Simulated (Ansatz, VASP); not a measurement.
**Two plane-wave programs on Hg3Pt**

```
Hg Pt
1.0
    -2.10218    2.10218    4.63253
     2.10218   -2.10218    4.63253
     2.10218    2.10218   -4.63253
Hg Pt
3 1
Direct
  0.50302 0.49935 0.00577
  0.25011 0.75328 0.49304
  0.75009 0.24380 0.49867
  0.99726 0.99158 0.99027
```

Change from the starting cell: atoms moved at random, drawn with an rms of 0.05 Å.

Alike in both runs: task single point; functional PBE; k mesh 9 × 9 × 9; occupations fermi-dirac, width 0.05 eV; no spin polarisation.

```csv
,VASP,Ansatz
version,VASP 6.6.1,Ansatz 0.2.0
potentials or method,"VASP PAW PBE potentials, release 64 (Hg, Pt)",Ansatz PAW
plane-wave cutoff (eV),520,420
valence electrons in the cell,46,78
```

Ansatz gave:

```
gap on the k mesh at the Fermi level (eV)       : none
pressure (GPa)                                  : -0.7
largest component of the traceless stress (GPa) : 0.33
rms of the force components (eV/Å)              : 0.083
```

Question: Which values does VASP return?

Answer: gap on the k mesh at the Fermi level (eV): none; pressure (GPa): -0.2; largest component of the traceless stress (GPa): 0.37; rms of the force components (eV/Å): 0.088.

Atom by atom the forces differ by 0.005 eV/Å (rms over components). A gap of «none» marks a metal or a gap that the smearing closes. The two sets of potentials don't hold the same shells in valence.

Spin-orbit coupling is left out, which matters for the levels of Hg, Pt.
